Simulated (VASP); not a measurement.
Output of a VASP run:

File OSZICAR:
```
       N       E                     dE             d eps       ncg     rms          rms(c)
DAV:   1     0.763166942996E+03    0.76317E+03   -0.42785E+04   584   0.108E+03
DAV:   2     0.352183299974E+01   -0.75965E+03   -0.73476E+03   558   0.347E+02
DAV:   3    -0.478955201581E+02   -0.51417E+02   -0.50687E+02   608   0.838E+01
DAV:   4    -0.492555432744E+02   -0.13600E+01   -0.13541E+01   616   0.132E+01
DAV:   5    -0.492806820279E+02   -0.25139E-01   -0.25129E-01   638   0.184E+00    0.423E+01
DAV:   6    -0.499854535309E+02   -0.70477E+00   -0.53733E+00   554   0.117E+01    0.204E+01
DAV:   7    -0.510679729861E+02   -0.10825E+01   -0.27771E+00   574   0.928E+00    0.114E+01
DAV:   8    -0.513543741696E+02   -0.28640E+00   -0.13176E+00   568   0.597E+00    0.154E+00
DAV:   9    -0.514326320255E+02   -0.78258E-01   -0.18224E-01   572   0.157E+00    0.112E+00
DAV:  10    -0.514881360033E+02   -0.55504E-01   -0.36653E-02   584   0.919E-01    0.568E-01
DAV:  11    -0.515030355498E+02   -0.14900E-01   -0.21352E-02   568   0.646E-01    0.217E-01
DAV:  12    -0.515035859931E+02   -0.55044E-03   -0.24544E-03   584   0.221E-01    0.107E-01
DAV:  13    -0.515036006238E+02   -0.14631E-04   -0.27556E-04   576   0.819E-02    0.382E-02
DAV:  14    -0.515035932538E+02    0.73699E-05   -0.33703E-05   560   0.283E-02    0.197E-02
DAV:  15    -0.515035947963E+02   -0.15425E-05   -0.44020E-06   480   0.895E-03    0.917E-03
DAV:  16    -0.515035957498E+02   -0.95351E-06   -0.58430E-07   344   0.411E-03
   1 F= -.51503596E+02 E0= -.51503596E+02  d E =-.525572E-16
```

### OUTCAR
```
------------------------ aborting loop because EDIFF is reached ----------------------------------------
  FORCE on cell =-STRESS in cart. coord.  units (eV):
  Direction    XX          YY          ZZ          XY          YZ          ZX
  --------------------------------------------------------------------------------------
  Total       15.6374789     15.6374789     15.6374789      0.0000000      0.0000000     -0.0000000
  in kB      146.9043020    146.9043020    146.9043020      0.0000000      0.0000000     -0.0000000
  external PRESSURE =     146.9043020 kB  Pullay stress =       0.0000000 kB
  volume of cell :      170.55
      direct lattice vectors                 reciprocal lattice vectors
     5.545588000  0.000000000  0.000000000     0.180323529  0.000000000  0.000000000
     0.000000000  5.545588000  0.000000000     0.000000000  0.180323529  0.000000000
     0.000000000  0.000000000  5.545588000     0.000000000  0.000000000  0.180323529
 POSITION                                       TOTAL-FORCE (eV/Angst)
 -----------------------------------------------------------------------------------
      0.00000      2.77279      2.77279        -0.000000      0.000000      0.000000
      2.77279      2.77279      0.00000        -0.000000      0.000000      0.000000
      2.77279      0.00000      2.77279        -0.000000      0.000000      0.000000
      0.00000      0.00000      0.00000        -0.000000      0.000000      0.000000
      2.15280      0.62000      4.92559         0.347517     -0.347517      0.347517
      3.39279      4.92559      0.62000        -0.347517      0.347517     -0.347517
      0.62000      4.92559      2.15280        -0.347517      0.347517      0.347517
      4.92559      0.62000      3.39279         0.347517     -0.347517     -0.347517
      4.92559      2.15280      0.62000         0.347517      0.347517     -0.347517
      0.62000      3.39279      4.92559        -0.347517     -0.347517      0.347517
      3.39279      3.39279      3.39279        -0.347517     -0.347517     -0.347517
      2.15280      2.15280      2.15280         0.347517      0.347517      0.347517
 -----------------------------------------------------------------------------------
    total drift:                               -0.000000      0.000000     -0.000000
  FREE ENERGIE OF THE ION-ELECTRON SYSTEM (eV)
  ---------------------------------------------------
  free  energy   TOTEN  =       -51.5035957498 eV

  energy  without entropy=      -51.5035957498  energy(sigma->0) =      -51.50359575
```
(Selected blocks of OUTCAR.)

POSCAR:
```
RuS2
1
    5.5455880000     0.0000000000     0.0000000000
    0.0000000000     5.5455880000     0.0000000000
    0.0000000000     0.0000000000     5.5455880000
Ru S
4 8
Direct
  0.0000000000   0.5000000000   0.5000000000
  0.5000000000   0.5000000000   0.0000000000
  0.5000000000   0.0000000000   0.5000000000
  0.0000000000   0.0000000000   0.0000000000
  0.3882000000   0.1118000000   0.8882000000
  0.6118000000   0.8882000000   0.1118000000
  0.1118000000   0.8882000000   0.3882000000
  0.8882000000   0.1118000000   0.6118000000
  0.8882000000   0.3882000000   0.1118000000
  0.1118000000   0.6118000000   0.8882000000
  0.6118000000   0.6118000000   0.6118000000
  0.3882000000   0.3882000000   0.3882000000
```

Reconstruct the remaining input files.

This is not unique; one that fits is the input of the run itself, PBE GGA + U (Dudarev), plane waves, VASP's PBE PAW potentials (set 64).

**INCAR**
```
! general
SYSTEM  =RuS2
PREC    =Accurate
ENCUT   =300
LREAL   =.FALSE.   ! projection in real space or not
LASPH   =.TRUE.   ! aspherical one-centre terms

! electronic loop
EDIFF   =1E-6   ! SCF stop (eV)
NELM    =100
ALGO    =Normal   ! blocked Davidson
LMAXMIX =4   ! l cut-off of mixed one-centre charges

! smearing
ISMEAR  =0
SIGMA   =0.05   ! width (eV)

! functional
GGA     =PE

! DFT+U
LDAU    =.TRUE.
LDAUTYPE=2   ! Dudarev
LDAUL   =2 -1
LDAUU   =6.0 0
LDAUJ   =0 0

! ions
ISIF    =2   ! forces and stress, cell fixed

! output
LWAVE   =.FALSE.
LCHARG  =.FALSE.
```

File KPOINTS:
```
K-points
0
G
  3 3 3
0 0 0
```

POTCAR, in this order: Ru_pv S (PBE.64 set). Program: vasp_std.

At this cut-off the stress carries a Pulay error, which pulls relaxed volumes low.

The structure comes from a computed database's RuS2 entry; how it stands against other phases isn't given here. The cell was not relaxed at this level. The run is one of a series of settings (LDAU = .TRUE., LDAUJ = 0 0, LDAUL = 2 -1, LDAUTYPE = 2, LDAUU = 6.0 0 against the base run), some of them coarse on purpose.
